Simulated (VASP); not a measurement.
Data:

```
PtSe2
1.0
    1.89948    -3.28999     0.00000
    1.89948     3.28999     0.00000
    0.00000     0.00000     5.53505
Pt Se
1 2
Direct
  0.00000   0.00000   0.00000
  0.33333   0.66667   0.24153
  0.66667   0.33333   0.75847
```

Method: vdW-DF2, VASP's PBE PAW potentials (set 64) (plane waves; VASP). Numerical set-up: 520 eV cut-off, 7×7×4 Γ-centred mesh, Gaussian smearing of 0.050 eV, potentials Pt Se.

Question: The ions and cell shape at fixed volume are relaxed. Predict the relaxed structure.

Answer: 
```
PtSe2
1.0
    1.93303    -3.34810     0.00000
    1.93303     3.34810     0.00000
    0.00000     0.00000     5.34458
Pt Se
1 2
Direct
  0.00000   0.00000   0.00000
  0.33333   0.66667   0.25376
  0.66667   0.33333   0.74624
```
Space group P-3m1 (164), at a tolerance of 0.03 Å.

Question: How much energy does the relaxation gain?

Answer: The energy (σ→0) changes by -16.6 meV/atom, in 6 ionic steps.

The compound is PtSe2 in the 1T layered structure. This cell is one point of a volume scan, at 0.94 of the reference volume. Symmetry was kept, so distortions that lower it aren't found.
